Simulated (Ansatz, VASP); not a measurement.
**MnPt in VASP and in Ansatz**

```
CELL_PARAMETERS angstrom
2.63811 0.00000 0.00000
0.00000 2.63811 0.00000
0.00000 0.00000 3.68349
ATOMIC_POSITIONS crystal
Mn 0.00000 0.00000 0.00000
Pt 0.50000 0.50000 0.50000
```

Alike in both runs: functional LDA; k mesh 16 × 16 × 12; occupations gaussian, width 0.2 eV; collinear spin.

Ansatz relaxed the structure, and its values are those at the end. VASP's run is a single point on that final structure, the one shown.

|  | VASP | Ansatz |
| --- | --- | --- |
| version | VASP 6.6.1 | Ansatz 0.2.0 |
| potentials or method | VASP PAW LDA potentials, release 64 (Mn_pv, Pt) | scalar-relativistic, plane waves, PAW |
| plane-wave cutoff (eV) | 520 | 420 |
| valence electrons in the cell | 23 | 33 |

|  | VASP | Ansatz | Ansatz less VASP |
| --- | --- | --- | --- |
| gap on the k mesh at the Fermi level (eV) | none | none | - |
| pressure (GPa) | -0.5 | 0.0 | +0.51 |
| net moment per atom (μB) | 0.96 | 1.02 | +0.059 |
| size of the moment on the site where the two differ most (μB) | 1.80 | 1.91 | +0.112 |

Site moments also hang on the region over which each program counts them. A gap of «none» marks a metal or a gap that the smearing closes. The two sets of potentials don't hold the same shells in valence.

Spin-orbit coupling is left out, which matters for the levels of Pt.
